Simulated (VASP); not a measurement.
These are LDA (Ceperley-Alder, Perdew-Zunger), VASP's LDA PAW potentials (set 64) (plane waves; VASP) values and carry that method's errors.

A VASP calculation is set up with these files.

KPOINTS:
```
Regular mesh
0
Gamma
  11 11 11
```

### POSCAR
```
NiAl
1.0
  2.8900000000   0.0000000000   0.0000000000
  0.0000000000   2.8900000000   0.0000000000
  0.0000000000   0.0000000000   2.8900000000
Al Ni
1 1
direct
  0.5000000000   0.5000000000   0.5000000000
  0.0000000000   0.0000000000   0.0000000000
```

**INCAR**
```
! general
SYSTEM  = NiAl
PREC    = Accurate
ENCUT   = 520
LREAL   = .FALSE.
LASPH   = .TRUE.

! electronic loop
EDIFF   = 1E-6
NELM    = 100
ALGO    = Normal
LMAXMIX = 4

! smearing
ISMEAR  = 1
SIGMA   = 0.1

! ions
IBRION  = 2
NSW     = 60
ISIF    = 3
EDIFFG  = -0.01

! output
LWAVE   = .FALSE.
LCHARG  = .FALSE.
```

POTCAR, in this order: Al Ni (LDA.64 set). Program: vasp_std.

The resulting files:

### OUTCAR
```
 ion  position               nearest neighbor table
   1  0.500  0.500  0.500-   2 2.50   2 2.50   2 2.50   2 2.50   2 2.50   2 2.50   2 2.50   2 2.50
  LATTYP: Found a simple cubic cell.
 ALAT       =     2.8900000000
 Subroutine PRICEL returns:
 Original cell was already a primitive cell.
 Subroutine GETGRP returns: Found 48 space group operations
The static configuration has the point symmetry O_h .
The dynamic configuration has the point symmetry O_h .
 Subroutine INISYM returns: Found 48 space group operations
 Subroutine IBZKPT returns following result:
 Found     56 irreducible k-points:

 Following reciprocal coordinates:
            Coordinates               Weight
  0.000000  0.000000  0.000000      1.000000
  0.090909  0.000000  0.000000      6.000000
  0.181818  0.000000  0.000000      6.000000
  0.272727  0.000000  0.000000      6.000000
  0.363636  0.000000  0.000000      6.000000
  0.454545  0.000000  0.000000      6.000000
  0.090909  0.090909  0.000000     12.000000
  0.181818  0.090909  0.000000     24.000000
  0.272727  0.090909  0.000000     24.000000
  0.363636  0.090909  0.000000     24.000000
  0.454545  0.090909  0.000000     24.000000
  0.181818  0.181818  0.000000     12.000000
  0.272727  0.181818  0.000000     24.000000
  0.363636  0.181818  0.000000     24.000000
  0.454545  0.181818  0.000000     24.000000
  0.272727  0.272727  0.000000     12.000000
  0.363636  0.272727  0.000000     24.000000
  0.454545  0.272727  0.000000     24.000000
  0.363636  0.363636  0.000000     12.000000
  0.454545  0.363636  0.000000     24.000000
  0.454545  0.454545  0.000000     12.000000
  0.090909  0.090909  0.090909      8.000000
  0.181818  0.090909  0.090909     24.000000
  0.272727  0.090909  0.090909     24.000000
  0.363636  0.090909  0.090909     24.000000
...
```

**OSZICAR**
```
       N       E                     dE             d eps       ncg     rms          rms(c)
DAV:   1     0.387527797242E+02    0.38753E+02   -0.57434E+03  1136   0.135E+03
DAV:   2    -0.122349145805E+02   -0.50988E+02   -0.48688E+02  1124   0.206E+02
DAV:   3    -0.135082809090E+02   -0.12734E+01   -0.12606E+01  1334   0.426E+01
DAV:   4    -0.135287305351E+02   -0.20450E-01   -0.20437E-01  1278   0.476E+00
DAV:   5    -0.135293027715E+02   -0.57224E-03   -0.57222E-03  1318   0.824E-01    0.116E+01
DAV:   6    -0.153204810428E+02   -0.17912E+01   -0.55401E+01  1252   0.130E+02    0.151E+01
DAV:   7    -0.121769224970E+02    0.31436E+01   -0.16086E+01  1238   0.783E+01    0.111E+00
DAV:   8    -0.121655099222E+02    0.11413E-01   -0.42331E-01  1410   0.821E+00    0.101E+00
DAV:   9    -0.121504546745E+02    0.15055E-01   -0.54787E-02  1324   0.383E+00    0.171E-01
DAV:  10    -0.121500310245E+02    0.42365E-03   -0.12497E-03  1280   0.542E-01    0.772E-02
DAV:  11    -0.121500273645E+02    0.36600E-05   -0.39314E-05  1344   0.685E-02    0.269E-02
DAV:  12    -0.121500267882E+02    0.57633E-06   -0.25668E-06   884   0.287E-02
   1 F= -.12150027E+02 E0= -.12149858E+02  d E =-.121500E+02
       N       E                     dE             d eps       ncg     rms          rms(c)
DAV:   1    -0.150168330858E+02   -0.28668E+01   -0.35192E+01  1224   0.111E+02    0.163E+01
DAV:   2    -0.174030913144E+02   -0.23863E+01   -0.97553E+01  1262   0.180E+02    0.184E+01
DAV:   3    -0.122051939488E+02    0.51979E+01   -0.24647E+01  1236   0.101E+02    0.283E+00
DAV:   4    -0.121863986129E+02    0.18795E-01   -0.61223E-01  1374   0.103E+01    0.209E+00
DAV:   5    -0.121668382295E+02    0.19560E-01   -0.62679E-02  1436   0.360E+00    0.753E-01
DAV:   6    -0.121641822818E+02    0.26559E-02   -0.14295E-02  1260   0.211E+00    0.157E-01
DAV:   7    -0.121642023546E+02   -0.20073E-04   -0.21215E-04  1194   0.138E-01    0.859E-02
DAV:   8    -0.121641811834E+02    0.21171E-04   -0.15252E-04  1296   0.215E-01    0.879E-03
DAV:   9    -0.121641809815E+02    0.20182E-06   -0.94173E-06  1272   0.431E-02
   2 F= -.12164181E+02 E0= -.12163870E+02  d E =-.141542E-01
       N       E                     dE             d eps       ncg     rms          rms(c)
DAV:   1    -0.126856840332E+02   -0.52150E+00   -0.67315E+00  1202   0.522E+01    0.619E+00
DAV:   2    -0.130157353278E+02   -0.33005E+00   -0.15069E+01  1262   0.704E+01    0.732E+00
DAV:   3    -0.122118058933E+02    0.80393E+00   -0.60967E+00  1298   0.438E+01    0.138E+00
DAV:   4    -0.121946301800E+02    0.17176E-01   -0.52595E-02  1336   0.371E+00    0.555E-01
DAV:   5    -0.121910120650E+02    0.36181E-02   -0.62663E-03  1698   0.919E-01    0.829E-02
DAV:   6    -0.121910241122E+02   -0.12047E-04   -0.13930E-04  1242   0.120E-01    0.320E-02
DAV:   7    -0.121910292574E+02   -0.51451E-05   -0.39492E-06  1144   0.214E-02    0.638E-03
DAV:   8    -0.121910291340E+02    0.12336E-06   -0.81010E-07   586   0.156E-02
   3 F= -.12191029E+02 E0= -.12190799E+02  d E =-.410023E-01
```

OUTCAR:
```
------------------------ aborting loop because EDIFF is reached ----------------------------------------
  FORCE on cell =-STRESS in cart. coord.  units (eV):
  Direction    XX          YY          ZZ          XY          YZ          ZX
  --------------------------------------------------------------------------------------
  Total       -0.0090179     -0.0090179     -0.0090179      0.0000000      0.0000000     -0.0000000
  in kB       -0.6336519     -0.6336519     -0.6336519      0.0000000      0.0000000     -0.0000000
  external PRESSURE =      -0.6336519 kB  Pullay stress =       0.0000000 kB
  volume of cell :       22.80
      direct lattice vectors                 reciprocal lattice vectors
     2.835669872 -0.000000000 -0.000000000     0.352650360  0.000000000 -0.000000000
    -0.000000000  2.835669872  0.000000000     0.000000000  0.352650360 -0.000000000
     0.000000000  0.000000000  2.835669872     0.000000000  0.000000000  0.352650360
 POSITION                                       TOTAL-FORCE (eV/Angst)
 -----------------------------------------------------------------------------------
      1.41783      1.41783      1.41783        -0.000000      0.000000      0.000000
      0.00000      0.00000      0.00000         0.000000     -0.000000      0.000000
 -----------------------------------------------------------------------------------
    total drift:                               -0.000000      0.000000      0.000000
  FREE ENERGIE OF THE ION-ELECTRON SYSTEM (eV)
  ---------------------------------------------------
  free  energy   TOTEN  =       -12.1910291340 eV

  energy  without entropy=      -12.1903374388  energy(sigma->0) =      -12.19079857

 reached required accuracy - stopping structural energy minimisation
```
(Selected blocks of OUTCAR.)

CONTCAR:
```
NiAl
   1.00000000000000
     2.8356698721299027   -0.0000000000000000   -0.0000000000000000
    -0.0000000000000000    2.8356698721299027    0.0000000000000000
     0.0000000000000000    0.0000000000000000    2.8356698721299027
  Al              Ni
     1     1
Direct
     0.5000000000000000    0.5000000000000000    0.5000000000000000
     0.0000000000000000    0.0000000000000000    0.0000000000000000
```

Energy and stress use the plane-wave basis of the starting cell.

The compound is NiAl in the CsCl type structure. This run relaxes it. Symmetry was kept, so distortions that lower it aren't found. The run is not spin-polarised, so no magnetic state was tried. The electron count is odd and the run is not spin-polarised, which forces a metal.
